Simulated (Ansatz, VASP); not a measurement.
# Ru (Ru(0001)) in two plane-wave programs

Wanted: the spread between two codes on one cell, functional and k mesh. The cell is taken from a series of runs on this material, whose earlier steps may have relaxed, scaled, displaced or heated it; both programs get it as it stands.

Method: plane waves, with VASP 6.6.1 beside it; PBE, in Ansatz 0.2.0.

## Step 1: The starting structure

The cell holds 9 atoms: 9 Ru. Its edges and angles: a = 2.700 Å, b = 2.700 Å, c = 35.107 Å, α = 90.0°, β = 90.0°, γ = 60.0°. Vacuum lies along c.

## Step 2: Ansatz: single point, PBE

Ansatz runs on its default PAW (the set named soft_2) files.

With cell and atoms fixed, the geometry can't cause a difference; cores, projectors, grids and the points listed under the comparison can.

Contents of input.yaml:

```yaml
crystal:
  lattice:
    - [2.7, 0.0, 0.0]
    - [1.35, 2.3382685902, 0.0]
    - [0.0, 0.0, 35.1072]
  atoms:
    - { symbol: Ru, position: [0.0, 0.0, 0.2563576702] }
    - { symbol: Ru, position: [0.6666666667, 0.6666666667, 0.3172682527] }
    - { symbol: Ru, position: [0.0, 0.0, 0.3781788351] }
    - { symbol: Ru, position: [0.6666666667, 0.6666666667, 0.4390894176] }
    - { symbol: Ru, position: [0.0, 0.0, 0.5] }
    - { symbol: Ru, position: [0.6666666667, 0.6666666667, 0.5609105824] }
    - { symbol: Ru, position: [0.0, 0.0, 0.6218211649] }
    - { symbol: Ru, position: [0.6666666667, 0.6666666667, 0.6827317473] }
    - { symbol: Ru, position: [0.0, 0.0, 0.7436423298] }
kpoints:
  mp_grid: { grid: [24, 24, 1] }
hamiltonian:
  xc: pbe
scf:
  occupations: { method: fermi_dirac, width: 0.1 }
  convergence: { dr2_threshold: 1.0e-10 }
efield:
  axis: 3
  dipole_correction: true
  ramp_position: 0.97
  ramp_width: 0.06
  amplitude: 0
output:
  forces: true
  write_potential: true
  write_density: true
  volumetric_format: npy
```

Command:

```bash
> ansatz run input.yaml --threads 4 --pin off --max-ram 6144MiB --backend cpu --events-out ev --progress --plain --runs-dir out
```

Numbers of over 12 decimals in the logs are rounded to 6 here.

Output:

```text
Engine: ansatz 0.2.0, aarch64-unknown-linux-gnu
Pseudopotentials: kind: paw
Pseudopotential: Ru, paw, valence charge 16, recommended cutoff 420 eV (normal), Ru.paw.azcp
Functional definition: PBE
  parameter kappa = 0.804
  parameter beta = 0.066725
  exchange = pbe_x(kappa = kappa, mu = beta*pi^2/3)
  correlation = pbe_c(beta = beta)
Crystal: 9 atoms, lattice volume = 221.643 Å³
Basis set: ecut = 420 eV, 4395 PW (Γ), exchange–correlation on 40×40×480 points (8 copies of the dense FFT grid, shifted against one another)
Bands: 87, of which v1, the nominal top of the filled ones, is band 72 counted from 1 (71 counted from 0)
Symmetry: 6 space group operations
k-points: 61 of 576 (time reversal used)
Non-local potential: Ru, projectors of the file, l = 0: 3, l = 1: 2, l = 2: 2, l = 3: 1
PAW form: soft (Blöchl's): semilocal exchange-correlation on the pseudo side does not see the compensation charge
PAW one-centre angular grid: Ru, 590 points (default); XC on 64 Gauss nodes
Initial density: superposition of atomic densities (neutral atoms: chi_scale 0, normalization atom), corrected by the library's trained network
Initial wavefunctions: pseudopotential atomic-orbital guess
Functional: x = pbe(κ = 0.804, μ = 0.219515), c = pbe(β = 0.066725)
SCF iter   1: F=—  HF=-52906.272683 eV  |F-HF|=—  |Δ(HF+E_count)|=         —  Δρ=1.45e-2  dr2=1.29e1  ethr=1.77e-3  p=-0.000 e·Å  D=-5.02e-14 V/Å  ΔV_dip=0.00 eV  dr2_dipole=2.99e-6  V_vac-E_F(+/−)=4.59/4.59 eV  ⟨swp⟩=7.5  Hψ=21787  notcnv=0  defer=15
efield: sawtooth ramp at fractional position 0.9700 (set: `efield.ramp_position`, or a place that a band, a saddle search or an elastic batch's reference lends), width 0.0600; the density the first Hamiltonian is built on has a dipole p = -0.000 e·Å; the dipole correction subtracts the counter field D = -5.02e-14 V/Å, which shifts the + side's vacuum level by +0.00 eV against the − side's; the planar-averaged density in the ramp window peaks in size at 2.1e-6 e/Å³
preconditioner: auto → LDOS  [metal: Δε(μ)=0.022 eV  Ē_g=4.874 eV  σ=0.100 eV  W_gap=0.05  n_scr=28 (ndim 8)  ℏωp=21.2 eV  f_vac=0.419  D(μ)=9.29/eV (n_scr^D=72)  β→1.0]
SCF iter   2: F=—  HF=-52906.193128 eV  |F-HF|=—  |Δ(HF+E_count)|=   7.96e-2  Δρ=3.25e-3  dr2=5.31e-2  ethr=1.77e-3  p=0.000 e·Å  D=9.92e-7 V/Å  ΔV_dip=-0.00 eV  dr2_dipole=1.84e-6  V_vac-E_F(+/−)=4.96/4.96 eV  ⟨swp⟩=1.0  Hψ=6163  notcnv=0  defer=14
SCF iter   3: F=—  HF=-52906.189763 eV  |F-HF|=—  |Δ(HF+E_count)|=   3.37e-3  Δρ=1.47e-3  dr2=1.43e-2  ethr=3.69e-5  p=0.000 e·Å  D=9.51e-7 V/Å  ΔV_dip=-0.00 eV  dr2_dipole=1.69e-8  V_vac-E_F(+/−)=5.04/5.04 eV  ⟨swp⟩=2.3  Hψ=8337  notcnv=0  defer=17
SCF iter   4: F=—  HF=-52906.188761 eV  |F-HF|=—  |Δ(HF+E_count)|=   1.00e-3  Δρ=3.07e-4  dr2=6.45e-4  ethr=9.96e-6  p=0.000 e·Å  D=1.04e-6 V/Å  ΔV_dip=-0.00 eV  dr2_dipole=7.36e-11  V_vac-E_F(+/−)=5.04/5.04 eV  ⟨swp⟩=2.0  Hψ=7144  notcnv=0  defer=17
SCF iter   5: F=—  HF=-52906.188713 eV  |F-HF|=—  |Δ(HF+E_count)|=   4.83e-5  Δρ=8.07e-5  dr2=3.48e-5  ethr=4.48e-7  p=0.000 e·Å  D=5.70e-7 V/Å  ΔV_dip=-0.00 eV  dr2_dipole=9.18e-11  V_vac-E_F(+/−)=5.05/5.05 eV  ⟨swp⟩=3.0  Hψ=9288  notcnv=0  defer=17
SCF iter   6: F=—  HF=-52906.188691 eV  |F-HF|=—  |Δ(HF+E_count)|=   2.20e-5  Δρ=3.55e-5  dr2=7.80e-6  ethr=2.42e-8  p=0.000 e·Å  D=7.88e-8 V/Å  ΔV_dip=-0.00 eV  dr2_dipole=6.99e-11  V_vac-E_F(+/−)=5.06/5.06 eV  ⟨swp⟩=2.7  Hψ=8532  notcnv=0  defer=17
SCF iter   7: F=—  HF=-52906.188967 eV  |F-HF|=—  |Δ(HF+E_count)|=   2.75e-4  Δρ=1.90e-5  dr2=1.63e-6  ethr=5.42e-9  p=-0.000 e·Å  D=-4.05e-8 V/Å  ΔV_dip=0.00 eV  dr2_dipole=1.86e-10  V_vac-E_F(+/−)=5.07/5.07 eV  ⟨swp⟩=2.9  Hψ=9094  notcnv=0  defer=17
SCF iter   8: F=—  HF=-52906.188967 eV  |F-HF|=—  |Δ(HF+E_count)|=   2.87e-7  Δρ=6.77e-6  dr2=6.06e-8  ethr=1.13e-9  p=-0.000 e·Å  D=-5.09e-8 V/Å  ΔV_dip=0.00 eV  dr2_dipole=3.06e-11  V_vac-E_F(+/−)=5.07/5.07 eV  ⟨swp⟩=2.6  Hψ=8481  notcnv=0  defer=17
SCF iter   9: F=—  HF=-52906.188967 eV  |F-HF|=—  |Δ(HF+E_count)|=   3.73e-7  Δρ=1.86e-6  dr2=1.27e-8  ethr=4.21e-11  p=-0.000 e·Å  D=-1.79e-8 V/Å  ΔV_dip=0.00 eV  dr2_dipole=2.69e-13  V_vac-E_F(+/−)=5.07/5.07 eV  ⟨swp⟩=3.2  Hψ=10741  notcnv=0  defer=17
SCF iter  10: F=—  HF=-52906.188967 eV  |F-HF|=—  |Δ(HF+E_count)|=   2.48e-8  Δρ=5.80e-7  dr2=8.56e-10  ethr=8.83e-12  p=-0.000 e·Å  D=-5.98e-9 V/Å  ΔV_dip=0.00 eV  dr2_dipole=2.61e-13  V_vac-E_F(+/−)=5.07/5.07 eV  ⟨swp⟩=2.8  Hψ=9195  notcnv=0  defer=17
SCF iter  11: F=—  HF=-52906.188967 eV  |F-HF|=—  |Δ(HF+E_count)|=   4.63e-9  Δρ=2.06e-7  dr2=1.74e-10  ethr=1.00e-12  p=0.000 e·Å  D=2.48e-10 V/Å  ΔV_dip=-0.00 eV  dr2_dipole=7.99e-14  V_vac-E_F(+/−)=5.07/5.07 eV  ⟨swp⟩=12.6  Hψ=33950  notcnv=0
SCF iter  12: F=-52906.188967 eV  HF=-52906.188967 eV  |F-HF|=4.51e-10  |Δ(HF+E_count)|=   1.50e-9  Δρ=6.29e-8  dr2=1.91e-11  ethr=1.00e-12  p=0.000 e·Å  D=4.71e-10 V/Å  ΔV_dip=-0.00 eV  dr2_dipole=9.16e-16  V_vac-E_F(+/−)=5.07/5.07 eV  ⟨swp⟩=8.0  Hψ=28002  notcnv=0
SCF 1 converged in 12 iterations: F = -52906.188967 eV  dr2 = 1.91e-11
  greatest PAW one-centre occupation: 0.998 electrons in one spin orbital (limit 2), on the Ru atom at site 0 (counted from 0), in its partial waves of l = 0
WARN: The output density's exchange-correlation potential varies sharply where the density is thin. Do not read a vacuum level from v_tot or v_xc, or from such a field of the output density. On a cell that repeats whose density bears no net charge and no dipole along the vacuum's axis use v_es (v_loc + v_h of the components); under efield.dipole_correction with no amplitude use v_es + v_field, which holds any externa [...]
SCF converged after 12 iterations
Free energy (F): -52906.188967 eV
Harris-Foulkes:  -52906.188967 eV  (|F-HF|=4.51e-10)
Internal energy: -52905.883911 eV  (E = F + TS)
E sigma→0 (E₀):  -52906.036439 eV
Entropy (-TS):   -0.305057 eV (-33.895 meV/atom)
Fermi energy:    10.739905 eV
Dipole field:    D = 0.000000 V/Å  (p = 0.000000 e·Å, saw-weighted, corrected)
Work function:   Φ+ = 5.0683 eV   Φ− = 5.0683 eV
Levels:          The Fermi level and band energies are counted from a zero that moves with the ramp; work functions are not
--- Per-component energies (eV) ---
  E_band       = -2308.680243
  E_kinetic    = 4626.212218
  E_local      = -369682.504614  (includes V_loc(G=0)·N_el)
  E_nonlocal   = 3089.080339
  E_hartree    = 181902.328767
  E_xc         = -1713.004827
  E_vxc        = -2150.329672  (∫ρ·V_xc dr)
  E_paw        = -31147.072563  (= ΣΔE_a)
  E_vpaw       = -1995.792262  (= ΣTr[D̂ρ^β])
  E_aug_tail   = -0.001774  (compensation charges beyond the density's cutoff)
  E_efield     = 0.000000  (sawtooth field / dipole correction)
  E_vefield    = 0.000000  (∫n·V_field dr)
  E_ewald      = 160019.078544
  E_smearing   = -0.305057  (= −TS)
  E_closure    = -0.000000  (closes the sum)
  Σ components = -52906.188967   (vs F -52906.188967, Δ=0.00e0)
--- Forces (eV/Å), atoms counted from 1 ---
  atom   1  Ru     0.00000000    -0.00000000     0.53679676
  atom   2  Ru    -0.00000000    -0.00000000    -0.68102138
  atom   3  Ru    -0.00000000     0.00000000    -0.15326821
  atom   4  Ru    -0.00000000    -0.00000000     0.08176728
  atom   5  Ru     0.00000000     0.00000000     0.00000002
  atom   6  Ru    -0.00000000    -0.00000000    -0.08176731
  atom   7  Ru     0.00000000     0.00000000     0.15326821
  atom   8  Ru     0.00000000    -0.00000000     0.68102139
  atom   9  Ru    -0.00000000    -0.00000000    -0.53679678
  max |Σ_I F_I| component: 1.68e-8 eV/Å
--- Band table (eV; the first three rows and the last of 61) ---
  k-point 0: bands = [... 68 lower, 8.8236, 9.5079, 9.5079, 9.7553, 9.8976, 9.8976, 10.3810, 10.3810, ... 11 higher]
  k-point 1: bands = [... 68 lower, 8.8720, 9.4651, 9.4777, 9.6681, 9.8752, 9.8863, 10.3482, 10.3621, ... 11 higher]
  k-point 2: bands = [... 68 lower, 9.0006, 9.3178, 9.4084, 9.4574, 9.8227, 9.8340, 10.0490, 10.3146, ... 11 higher]
  k-point 60: bands = [... 68 lower, 9.9825, 10.6223, 11.3392, 11.3568, 11.3581, 11.7813, 11.7838, 11.8599, ... 11 higher]
```

## Step 3: VASP: single point, PBE

The same cell, functional, mesh and smearing now go to VASP, with its own data sets.

Lines of VASP's logs that name or quote its potential files are left out, and so is its time.

Contents of INCAR:

```
SYSTEM = Ru
PREC = Accurate
ENCUT = 400
EDIFF = 1E-06
NELM = 120
ISMEAR = -1
SIGMA = 0.1
LREAL = .FALSE.
ALGO = Normal
GGA = PE
NBANDS = 78
LASPH = .TRUE.
LORBIT = 11
LWAVE = .FALSE.
LCHARG = .FALSE.
ISIF = 2
LDIPOL = .TRUE.
IDIPOL = 3
DIPOL = 0.5 0.5 0.5
LVHAR = .TRUE.
GGA_COMPAT = .FALSE.
NELMDL = -8
KPAR = 2
```

Contents of POSCAR:

```
Ru
1.0
    2.7000000000      0.0000000000      0.0000000000
    1.3500000000      2.3382685902      0.0000000000
    0.0000000000      0.0000000000     35.1072000000
Ru
9
Direct
    0.0000000000      0.0000000000      0.2563576702
    0.6666666667      0.6666666667      0.3172682527
    0.0000000000      0.0000000000      0.3781788351
    0.6666666667      0.6666666667      0.4390894176
    0.0000000000      0.0000000000      0.5000000000
    0.6666666667      0.6666666667      0.5609105824
    0.0000000000      0.0000000000      0.6218211649
    0.6666666667      0.6666666667      0.6827317473
    0.0000000000      0.0000000000      0.7436423298
```

Contents of KPOINTS:

```
Automatic mesh
0
Gamma
24 24 1
0 0 0
```

The projector-augmented-wave data sets are Ru_pv (PBE family, release 64).

Command:

```bash
> mpirun -np 2 vasp_std
```

Output:

```text
[banner, memory and clock lines left out]
running    2 mpi-ranks, on    1 nodes
 distrk:  each k-point on    1 cores,    2 groups
 distr:  one band on    1 cores,    1 groups

 POSCAR found type information on POSCAR Ru
 POSCAR found :  1 types and       9 ions
 LDA part: xc-table for (Slater+PW92), standard interpolation
 POSCAR, INCAR and KPOINTS ok, starting setup
 FFT: planning ... GRIDC
 FFT: planning ... GRID_SOFT
 FFT: planning ... GRID
 WAVECAR not read
 entering main loop
       N       E                     dE             d eps       ncg     rms          rms(c)
DAV:   1     0.130794729159E+04    0.13079E+04   -0.71501E+04 11684   0.136E+03
DAV:   2    -0.416902063794E+02   -0.13496E+04   -0.12959E+04 10310   0.462E+02
DAV:   3    -0.854065546094E+02   -0.43716E+02   -0.41625E+02 11584   0.821E+01
DAV:   4    -0.870944095263E+02   -0.16879E+01   -0.16337E+01 11696   0.120E+01
DAV:   5    -0.871975037213E+02   -0.10309E+00   -0.96870E-01 12500   0.225E+00
DAV:   6    -0.872136082025E+02   -0.16104E-01   -0.15679E-01 11962   0.377E-01
DAV:   7    -0.872140339483E+02   -0.42575E-03   -0.42515E-03 12548   0.699E-02
DAV:   8    -0.872140578704E+02   -0.23922E-04   -0.23914E-04  9946   0.127E-02    0.363E+01
DAV:   9    -0.102714271904E+03   -0.15500E+02   -0.83863E+01 11188   0.491E+01    0.393E+01
DAV:  10    -0.179907375389E+03   -0.77193E+02   -0.37409E+02 13262   0.871E+01    0.794E+01
DAV:  11    -0.134806969953E+03    0.45100E+02   -0.47997E+01 11654   0.192E+01    0.583E+01
DAV:  12    -0.896106410091E+02    0.45196E+02   -0.55463E+01 11062   0.409E+01    0.282E+01
DAV:  13    -0.869989175702E+02    0.26117E+01   -0.80073E+01 12488   0.333E+01    0.199E+01
DAV:  14    -0.825927305649E+02    0.44062E+01   -0.15718E+01 11146   0.179E+01    0.130E+01
[...]
DAV:  28    -0.810800154553E+02    0.28305E-04   -0.57733E-05 10902   0.398E-02    0.882E-02
DAV:  30    -0.810800179294E+02   -0.17736E-04   -0.79896E-05 10316   0.525E-02    0.225E-02
DAV:  31    -0.810800406047E+02   -0.22675E-04   -0.19164E-05  8910   0.189E-02    0.199E-02
DAV:  32    -0.810800512434E+02   -0.10639E-04   -0.66809E-06  7696   0.130E-02    0.172E-02
DAV:  33    -0.810800577767E+02   -0.65333E-05   -0.10855E-06  5722   0.558E-03    0.111E-02
DAV:  34    -0.810800598493E+02   -0.20726E-05   -0.60218E-07  5660   0.335E-03    0.662E-03
DAV:  35    -0.810800613985E+02   -0.15491E-05   -0.92136E-07  5762   0.453E-03    0.122E-03
DAV:  36    -0.810800623391E+02   -0.94061E-06   -0.15706E-07  5188   0.150E-03
   1 F= -.81080062E+02 E0= -.80927348E+02  d E =-.305428E+00
```

OUTCAR, selected parts (step 3):

```text
ion  position               nearest neighbor table
   1  0.000  0.000  0.256-   2 2.65   2 2.65   2 2.65
   2  0.667  0.667  0.317-   3 2.65   3 2.65   3 2.65   1 2.65   1 2.65   1 2.65
   3  0.000  0.000  0.378-   2 2.65   2 2.65   2 2.65   4 2.65   4 2.65   4 2.65
   4  0.667  0.667  0.439-   5 2.65   5 2.65   5 2.65   3 2.65   3 2.65   3 2.65
   5  0.000  0.000  0.500-   4 2.65   6 2.65   4 2.65   6 2.65   4 2.65   6 2.65
   6  0.667  0.667  0.561-   5 2.65   5 2.65   5 2.65   7 2.65   7 2.65   7 2.65
   7  0.000  0.000  0.622-   8 2.65   8 2.65   8 2.65   6 2.65   6 2.65   6 2.65
   8  0.667  0.667  0.683-   7 2.65   7 2.65   7 2.65   9 2.65   9 2.65   9 2.65
   9  0.000  0.000  0.744-   8 2.65   8 2.65   8 2.65

  LATTYP: Found a hexagonal cell.
 ALAT       =     2.7000000000
 C/A-ratio  =    13.0026666667

 Subroutine GETGRP returns: Found 12 space group operations
 (whereof 12 operations were pure point group operations)

The static configuration has the point symmetry D_3h.

 Found     61 irreducible k-points:

   k-points           NKPTS =     61   k-points in BZ     NKDIM =     61   number of bands    NBANDS=     78

   dimension x,y,z NGX =    18 NGY =   18 NGZ =  240
   dimension x,y,z NGXF=    36 NGYF=   36 NGZF=  480

   ENCUT  =  400.0 eV  29.40 Ry    5.42 a.u.   4.40  4.40 57.25*2*pi/ulx,y,z

   NELECT =     126.0000    total number of electrons

 k-points in reciprocal lattice and weights: Automatic mesh
   0.00000000  0.00000000  0.00000000       0.002
   0.04166667  0.00000000  0.00000000       0.010
   0.08333333  0.00000000  0.00000000       0.010
   0.12500000  0.00000000  0.00000000       0.010
   0.16666667  0.00000000  0.00000000       0.010
   0.20833333  0.00000000  0.00000000       0.010
   0.25000000  0.00000000  0.00000000       0.010
   0.29166667  0.00000000  0.00000000       0.010
   0.33333333  0.00000000  0.00000000       0.010
[...]
-0.37500000  0.29166667  0.00000000       0.021
  -0.33333333  0.33333333  0.00000000       0.003

 dipolmoment           0.000000      0.000000      0.000000 electrons x Angstroem

 average (electrostatic) potential at core
       1 -74.8928       2 -75.3276       3 -75.2164       4 -75.2097       5 -75.2210
       6 -75.2097       7 -75.2164       8 -75.3276       9 -74.8928

 E-fermi :   4.8508

 k-point     1 :       0.0000    0.0000    0.0000
  band No.  band energies     occupation
    ...
     64       4.0096      1.99956
     65       4.0096      1.99956
     66       4.4923      1.94602
     67       4.4923      1.94602
     68       4.8862      0.82483
     69       4.9947      0.38344
     70       4.9947      0.38344
     71       5.4391      0.00556
     72       5.4391      0.00556
     73       5.6692      0.00056
    ...

 k-point     2 :       0.0417    0.0000    0.0000
  band No.  band energies     occupation
    ...
     64       3.9872      1.99964
     65       3.9983      1.99960
     66       4.4599      1.96068
     67       4.4734      1.95510
     68       4.6682      1.72250
     69       4.9794      0.43289
     70       4.9838      0.41824
     71       5.2138      0.05165
     72       5.2609      0.03257
     73       5.4297      0.00610
    ...

 k-point     3 :       0.0833    0.0000    0.0000
  band No.  band energies     occupation
    ...
     67       4.4259      1.97183
     68       4.4652      1.95855
     69       4.6371      1.78883
     70       4.7797      1.34112
     71       4.9390      0.58553
     72       5.1721      0.07731
     73       5.4037      0.00791
     74       5.7116      0.00037
     75       5.7664      0.00021
     76       5.9862      0.00002
    ...

  Total        0.5718360      0.5718360     -0.2339263      0.0000000      0.0000000     -0.0000000
  in kB        4.1335929      4.1335929     -1.6909676      0.0000000      0.0000000     -0.0000000
  external PRESSURE =       2.1920727 kB  Pullay stress =       0.0000000 kB

  energy-cutoff  :      400.00
  volume of cell :      221.64
      direct lattice vectors                 reciprocal lattice vectors
     2.700000000  0.000000000  0.000000000     0.370370370 -0.213833433  0.000000000
     1.350000000  2.338268590  0.000000000     0.000000000  0.427666866  0.000000000
     0.000000000  0.000000000 35.107200000     0.000000000  0.000000000  0.028484186

 POSITION                                       TOTAL-FORCE (eV/Angst)
 -----------------------------------------------------------------------------------
      0.00000      0.00000      9.00000         0.000000     -0.000000      0.529840
      2.70000      1.55885     11.13840         0.000000      0.000000     -0.680732
      0.00000      0.00000     13.27680         0.000000      0.000000     -0.150781
      2.70000      1.55885     15.41520        -0.000000      0.000000      0.080812
      0.00000      0.00000     17.55360         0.000000     -0.000000      0.000000
      2.70000      1.55885     19.69200        -0.000000      0.000000     -0.080812
      0.00000      0.00000     21.83040         0.000000      0.000000      0.150781
      2.70000      1.55885     23.96880        -0.000000      0.000000      0.680732
      0.00000      0.00000     26.10720         0.000000     -0.000000     -0.529840
 -----------------------------------------------------------------------------------
    total drift:                               -0.000000     -0.000000      0.000000

  FREE ENERGIE OF THE ION-ELECTRON SYSTEM (eV)
  ---------------------------------------------------
  free  energy   TOTEN  =       -81.0800623391 eV

  energy  without entropy=      -80.7746344744  energy(sigma->0) =      -80.92734841

 vacuum level on the upper side and lower side of the slab         9.918         9.918

 total charge
# of ion       s       p       d       tot
------------------------------------------
    1        0.388   6.217   5.937  12.542
    2        0.406   6.316   5.941  12.662
    3        0.407   6.318   5.959  12.685
    4        0.408   6.318   5.958  12.684
    5        0.409   6.318   5.955  12.681
    6        0.408   6.318   5.958  12.684
    7        0.407   6.318   5.959  12.685
    8        0.406   6.316   5.941  12.662
    9        0.388   6.217   5.937  12.542
--------------------------------------------------
tot          3.627  56.655  53.544 113.825

[... 3 further parts left out ...]
```

## Step 4: Differences

Known differences besides the potentials themselves: the data sets hold 144 valence electrons in Ansatz (on its default PAW (the set named soft_2) files) and 126 in VASP; the cutoff is 420 eV in Ansatz and 400 eV in VASP. Total energies have different zeros and are not compared.

The two programs side by side:

```csv
quantity,Ansatz,VASP,difference
"work function, lower of the two faces (eV)",5.07,5.07,0.00
"work function, higher of the two faces (eV)",5.07,5.07,0.00
```

Forces (eV/Å; atoms numbered as in POSCAR):

```csv
atom,"Ansatz x, y, z","VASP x, y, z"
Ru1,"0.000, 0.000, 0.537","0.000, 0.000, 0.530"
Ru2,"0.000, 0.000, -0.681","0.000, 0.000, -0.681"
Ru3,"0.000, 0.000, -0.153","0.000, 0.000, -0.151"
Ru4,"0.000, 0.000, 0.082","0.000, 0.000, 0.081"
Ru5,"0.000, 0.000, 0.000","0.000, 0.000, 0.000"
Ru6,"0.000, 0.000, -0.082","0.000, 0.000, -0.081"
Ru7,"0.000, 0.000, 0.153","0.000, 0.000, 0.151"
Ru8,"0.000, 0.000, 0.681","0.000, 0.000, 0.681"
Ru9,"0.000, 0.000, -0.537","0.000, 0.000, -0.530"
```

The forces differ by 2.0 meV/Å r.m.s., which is 0.8 % of the r.m.s. force of 0.239 eV/Å (both taken over all components). Where the cell holds vacuum, a pressure given here is an average over it and none of the material.

## Step 5: Outcome

- r.m.s. force difference (single point, PBE): 0.85 % of the r.m.s. force

The r.m.s. force difference is 0.85 % of the r.m.s. force (single point, PBE), within the 3 % picked in this series as the mark of a large difference. The data sets hold unlike numbers of valence electrons (144 in Ansatz and 126 in VASP), so part of the differences may come from the potentials. How closely two codes agree says nothing of how well the functional describes the real material.

[Lines on the potential files, build, host, timing and source positions are cut from VASP's logs without a mark.]

[Logs are printed without paths, hosts, clocks, repeated set-up lines and the standing remarks that a program may print on its own settings, such as how far it seeks lower states.]

[Hosts, paths, dates, database ids (printed as entryN), source tags and the programs' standing remarks are cut or masked in the printed files.]
